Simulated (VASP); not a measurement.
An input for Quantum ESPRESSO's pw.x (written as the equivalent of a VASP run, and not itself run):

```
&CONTROL
  calculation = 'scf'
  pseudo_dir = './pseudo'
  outdir = './out'
  tprnfor = .true.
  tstress = .true.
/
&SYSTEM
  ibrav = 0
  nat = 6
  ntyp = 2
  ecutwfc = 82.3
  occupations = 'smearing'
  smearing = 'gaussian'
  degauss = 0.000735
  input_dft = 'pz'
/
&ELECTRONS
  conv_thr = 7.3e-08
  electron_maxstep = 100
/
ATOMIC_SPECIES
  Te 127.600 Te.upf
  W 183.840 W.upf
CELL_PARAMETERS angstrom
     3.5615500    0.0000000    0.0000000
    -1.7807750    3.0843930    0.0000000
     0.0000000    0.0000000   14.8472300
ATOMIC_POSITIONS crystal
  Te   0.3333330  0.6666670  0.8708200
  Te   0.6666670  0.3333330  0.1291800
  Te   0.6666670  0.3333330  0.3708200
  Te   0.3333330  0.6666670  0.6291800
  W    0.3333330  0.6666670  0.2500000
  W    0.6666670  0.3333330  0.7500000
K_POINTS automatic
  5 5 2 0 0 0
```

Task: Translate this input to VASP (INCAR, KPOINTS, POSCAR, choice of POTCAR).

Result: This is not unique; one that fits is 
INCAR:
```
! general
SYSTEM =Te2W
PREC   =Accurate
ENCUT  =300
LREAL  =.FALSE.
LASPH  =.TRUE.

! electronic loop
EDIFF  =1E-6
NELM   =100
ALGO   =Normal
LMAXMIX=6

! smearing
ISMEAR =0
SIGMA  =0.01

! ions
ISIF   =2

! output
LWAVE  =.FALSE.
LCHARG =.FALSE.
```

### KPOINTS
```
K-points
0
G
5 5 2
```

File POSCAR:
```
Te2W
1
    3.5615500000     0.0000000000     0.0000000000
   -1.7807750000     3.0843930000     0.0000000000
    0.0000000000     0.0000000000    14.8472300000
Te W
4 2
Direct
  0.3333330000   0.6666670000   0.8708200000
  0.6666670000   0.3333330000   0.1291800000
  0.6666670000   0.3333330000   0.3708200000
  0.3333330000   0.6666670000   0.6291800000
  0.3333330000   0.6666670000   0.2500000000
  0.6666670000   0.3333330000   0.7500000000
```

POTCAR, in this order: Te W_sv (LDA.64 set). Program: vasp_std.

Limits of the translation: the potentials are each code's own (VASP's PAW set, PseudoDojo norm-conserving files in pw.x), so ENCUT and ecutwfc are chosen apart and not converted; conv_thr bounds pw.x's estimated SCF error, while EDIFF bounds the energy change between steps.

The structure comes from a computed database's Te2W entry (P6_3/mmc); how it stands against other phases isn't given here. The cell was not relaxed at this level.
